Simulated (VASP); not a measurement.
```
CELL_PARAMETERS angstrom
      0.00000     3.08550     3.08550
      3.08550     0.00000     3.08550
      3.08550     3.08550     0.00000
ATOMIC_POSITIONS crystal
  Cu 0.00000 0.00000 0.00000
  I  0.25000 0.25000 0.25000
```

The base run (VASP): PBE GGA, plane waves, VASP's PBE PAW potentials (set 64). Settings: 400 eV cut-off, 7×7×7 Γ-centred mesh, Gaussian smearing of 0.050 eV, potentials Cu I.

One setting is varied; ΔE counts from the most expensive setting. The base run took about 7 core-seconds. Costs are core time on shared hosts, one run each; read them as rough ratios.

Pressures at a finite cut-off, here 400 eV, hold a Pulay part, which wasn't tested here.

```
setting                          cost over the base run  electronic steps  ΔE (meV/atom)  pressure (GPa)
-------------------------------  ----------------------  ----------------  -------------  --------------
KPOINTS 2×2×2 Γ-centred mesh                  about 1/2                13          404.1            2.33
KPOINTS 1×1×1 Γ-centred mesh                  about 1/2                14         4976.8           38.49
KPOINTS 5×5×5 Γ-centred mesh       within a factor of 2                14            3.7           -1.68
base run                                      reference                14            0.4           -1.77
KPOINTS 9×9×9 Γ-centred mesh       within a factor of 2                14            0.1           -1.77
KPOINTS 12×12×12 Γ-centred mesh                       ?                14            0.0           -1.77
KPOINTS 13×13×13 Γ-centred mesh           about 3 times                14            0.0           -1.78
```

**Question.** Some entries are withheld; supply them.

**Answer.** 
- KPOINTS 12×12×12 Γ-centred mesh, cost over the base run: about 2 times

Left out are runs that failed, have no time on record or changed the cell.

The compound is CuI in the zinc blende structure. The cell was not relaxed at this level.
